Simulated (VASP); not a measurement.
Here is a VASP 6.6.1 calculation.

File INCAR:

```
SYSTEM = ScF3
PREC = Accurate ; ENCUT = 520
EDIFF = 1E-7 ; ISMEAR = 0
SIGMA = 0.1 ; LREAL = .FALSE.
LASPH = .TRUE. ; NELM = 100
ALGO = Fast ; ISIF = 2
LWAVE = .FALSE. ; LCHARG = .TRUE.
GGA = CA ; LELF = .TRUE.
LVHAR = .TRUE. ; NBANDS = 24
```

Contents of KPOINTS:

```
regular mesh
0
G
  4 4 4
  0 0 0
```

File POSCAR:

```
ScF3
1.0
    4.0124500000      0.0000000000      0.0000000000
    0.0000000000      4.0124500000      0.0000000000
    0.0000000000      0.0000000000      4.0124500000
Sc F
1 3
Direct
    0.0000000000      0.0000000000      0.0000000000
    0.5000000000      0.0000000000      0.0000000000
    0.0000000000      0.5000000000      0.0000000000
    0.0000000000      0.0000000000      0.5000000000
```

Potentials or basis: VASP PAW LDA potentials, release 64 (Sc_sv, F).

Run with:

```sh
$ cat potpaw_LDA.64/Sc_sv/POTCAR potpaw_LDA.64/F/POTCAR > POTCAR
$ mpirun -np 1 vasp_std > vasp.out
```

**Question.** Estimate the band gap on the k mesh.

**Answer.** 6.18 eV, indirect (least direct gap 6.71 eV).

**Question.** Estimate the pressure.

**Answer.** -2.3 GPa.

A k mesh can miss the band edges. A hybrid or GW would open this gap; LDA tends to underestimate it.
